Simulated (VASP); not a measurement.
# Pressure, band gap and energy of zinc-blende BN against volume, SCAN level

We calculate the pressure, the smallest band gap and the energy of zinc-blende BN at seven volumes, from 6.12 % below to 5.86 % above the equilibrium volume of the fitted energy curve. The question is how far each quantity moves when the cell is scaled evenly. This matters wherever cubic BN is used as a hard, wide-gap material under load, or wherever a calculation is run at a lattice constant that is slightly off. Positive pressure means a compressed cell and negative pressure a stretched one. Energies are per atom above the lowest row, and the gap is the indirect one, from the zone centre to the mesh point nearest X.

## Set-up

A cell from a diffraction database, relaxed at this level and then scaled evenly, fractional positions kept. VASP 6.6.1, plane waves with PAW, SCAN, cutoff 520 eV, k mesh 11×11×11, no spin polarisation, no spin-orbit coupling, static lattice. A Birch-Murnaghan fit to the energies has its minimum at 5.87 Å³ per atom.

Notes on method and selection:

- The pressure is that of a finite plane-wave basis, so it need not vanish exactly at the minimum of the energy.
- Only series whose fit has its minimum inside the range and an error under 0.5 meV per atom are shown.
- Where rows or columns differ in functional or spin-orbit coupling, non-spherical gradient terms in the PAW spheres (LASPH) may be on in some and off in others.
- Runs that did not converge, have known faults or may not be shown are not listed, and runs on Ansatz's PAW sets soft_1 and soft_2 are kept to separate tables.

Columns:

- volume change (%): volume relative to the fitted equilibrium volume.
- pressure (GPa): pressure from the stress tensor (positive: compressed).
- energy (meV/atom): energy per atom above the lowest point of the series.
- gap (eV): smallest gap on the k mesh.

Input lines of one member:

```
PREC = Accurate
ENCUT = 520
EDIFF = 1E-06
NELM = 100
ISMEAR = 0
SIGMA = 0.05
LREAL = .FALSE.
ALGO = Normal
METAGGA = SCAN
LASPH = .TRUE.
NBANDS = 10
LORBIT = 11
KPAR = 2
ISIF = 2
```

Command (options for logging and memory left out): `mpirun -np 2 vasp_std`

## Computed values

| member | volume change (%) | pressure (GPa) | energy (meV/atom) | gap (eV) |
| --- | --- | --- | --- | --- |
| 5.51 Å³ | −6.12 | 27.45 | 29.7 | 5.163 |
| 5.63 Å³ | −4.12 | 17.49 | 13.0 | 5.134 |
| 5.75 Å³ | −2.13 | 8.41 | 3.3 | 5.106 |
| 5.86 Å³ | −0.13 | 0.13 | 0.0 | 5.078 |
| 5.98 Å³ | 1.87 | −7.41 | 2.4 | 5.049 |
| 6.10 Å³ | 3.87 | −14.29 | 10.1 | 5.020 |
| 6.21 Å³ | 5.86 | −20.57 | 22.7 | 4.991 |

Least-squares fits to the whole series, with x = volume change (%); R² and errors in the fitted variable (y, or ln y where the fit is in ln y):

| y | members | fit | R² | rms residual | leave-one-out rms | the same for the mean of the others |
| --- | --- | --- | --- | --- | --- | --- |
| pressure (GPa) | 7 | y = −0.3824 − 3.972 x + 0.09224 x² | 1.00 | 0.070 | 0.19 | 19 |
| energy (meV/atom) | 7 | y = −0.1223 − 0.3072 x + 0.7315 x² | 1.00 | 0.49 | 1.3 | 12 |

## The trend and its physics

Pressure falls steadily as the cell grows, from 27.45 to −20.57 GPa. Across the centre the slope is (−7.41 − 8.41) / (1.87 + 2.13) = −3.96 GPa per % of volume, which corresponds to a bulk modulus, −V dP/dV, of 3.96 × 100 = 396 GPa. This stiffness comes from short, strong B–N bonds in a three-dimensional network.

The slope is not constant. It is (17.49 − 27.45) / 2.00 = −4.98 GPa per % between the two most compressed rows, and (−20.57 + 14.29) / 1.99 = −3.16 GPa per % between the two most expanded ones. Repulsion between overlapping electron shells rises steeply as the bonds shorten, while the bonding attraction weakens more gradually as they lengthen.

The energy shows the same asymmetry. A harmonic solid would follow $E = \tfrac{1}{2} B V_0 (\Delta V/V_0)^2$. With $B$ = 396 GPa, $V_0$ = 5.87 Å³ and 1 GPa Å³ = 6.24 meV, this gives 27.2 meV/atom at −6.12 % and 24.9 meV/atom at +5.86 %. The computed values are 29.7 and 22.7 meV/atom, so compression costs more than the harmonic estimate and expansion less.

The gap narrows on expansion by (5.163 − 4.991) / 11.98 = 0.0144 eV per %. A straight line through the end rows meets the other five to about 0.001 eV, against a scatter of 0.06 eV about the mean. Shorter bonds couple neighbouring orbitals more strongly and push bonding and antibonding states apart, which widens the gap. The direct gap at the zone centre also shrinks on expansion, and more steeply, so the conduction state near X is the less sensitive of the two.

In silicon the gap towards X closes under pressure instead. The usual explanation for the opposite sign in BN is that first-row elements have no low-lying d states to hold the X state down.

## Outliers

Largest departures from the fit to the whole series:

| member | pressure (GPa) | fit | computed − fit | in rms residuals |
| --- | --- | --- | --- | --- |
| 5.75 Å³ | 8.41 | 8.50 | −0.09 | 1.2 |
| 6.10 Å³ | −14.29 | −14.37 | +0.08 | 1.2 |
| 6.21 Å³ | −20.57 | −20.49 | −0.08 | 1.1 |
| 5.98 Å³ | −7.41 | −7.49 | +0.08 | 1.1 |

The largest departures from the quadratic pressure fit are −0.09 GPa at 5.75 Å³, +0.08 GPa at 5.98 and 6.10 Å³, and −0.08 GPa at 6.21 Å³. None exceeds 1.2 rms residuals. Their signs follow a smooth pattern along the series, as expected when a curve with a cubic part is fitted by a parabola. The energy fit misses in the same pattern, by about 0.5 meV/atom. These departures therefore belong to the fitted form and not to individual cells.

The row at 5.86 Å³ shows a different effect. It lies 0.13 % below the energy minimum, so the central slope would give it a pressure of 0.13 × 3.96 = 0.51 GPa, yet the stress tensor gives 0.13 GPa. The difference of about −0.4 GPa has the sign and size expected of a finite plane-wave basis, whose stress makes the cell appear to want to shrink. It corresponds to only 0.4 / 3.96 = 0.1 % in volume.

## Worked examples

**Which volume corresponds to 10 GPa, and what is the gap there?**
The target lies between the rows at 8.41 and 17.49 GPa. The fraction of the way is (10 − 8.41) / (17.49 − 8.41) = 0.175. The volume change is −2.13 − 0.175 × (4.12 − 2.13) = −2.48 %, and the gap is 5.106 + 0.175 × (5.134 − 5.106) = 5.111 eV. That is 0.033 eV above the row nearest equilibrium.

**What does a lattice constant 1 % too long do to a calculation?**
The volume rises by 1.01³ − 1 = 3.03 %. The gap falls by 3.03 × 0.0144 = 0.044 eV. The pressure fit gives −0.3824 − 3.972 × 3.03 + 0.09224 × 3.03² = −11.6 GPa. The gap therefore changes by less than 1 % of its value, while the pressure is off by about 12 GPa. This applies to even scaling, not to a film strained in its plane only.

**Is one constant bulk modulus enough at 6 % volume change?**
At −6.12 % the constant slope gives 3.96 × 6.12 = 24.2 GPa against 27.45 GPa computed, which is 12 % too low. At +5.86 % it gives a tension of 3.96 × 5.86 = 23.2 GPa against 20.57 GPa, which is 13 % too high. For work at this strain we would use the quadratic fit, whose leave-one-out rms error over the whole series is 0.19 GPa.

## What to take away

Within about 6 % of the equilibrium volume, the gap of zinc-blende BN is linear in volume, while pressure and energy need terms beyond the harmonic ones. The smoothness of the energy curve is partly a condition of selection, since only series with a small fit error are shown.

SCAN gaps of wide-gap solids such as BN lie below measured ones, so the changes in the gap are more useful than its absolute value. The mesh misses X and places the tabled gaps slightly too high, but the same mesh point is used in every row and most of that offset cancels in differences.

The lattice is static. Zero-point and thermal motion would enlarge the equilibrium volume, soften the crystal a little and lower the gap.

[Logs are printed without paths, hosts, clocks, repeated set-up lines and the standing remarks that a program may print on its own settings, such as how far it seeks lower states.]
